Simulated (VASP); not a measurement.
```
Fe
1.0
   -1.43500     1.43500     1.43500
    1.43500    -1.43500     1.43500
    1.43500     1.43500    -1.43500
Fe
1
Direct
  0.00000   0.00000   0.00000
```
Starting moments (μB, in the order of the record's atoms Fe): 2.5.

These are PBE GGA, VASP's PBE PAW potentials (set 64) (plane waves; VASP) values and carry that method's errors. Settings: 300 eV cut-off, 11×11×11 Γ-centred mesh, Fermi-Dirac smearing of 0.10 eV, potentials Fe.

At this cut-off the stress carries a Pulay error, which pulls relaxed volumes low.

Question: Give the stress tensor in GPa (positive for a compressed cell).

Answer: 
```
-6.72   0.00   0.00
 0.00  -6.72   0.00
 0.00   0.00  -6.72
```
The pressure is its mean diagonal, -6.72 GPa.

The structure is a typed Fe crystal (Im-3m). The cell was not relaxed at this level.
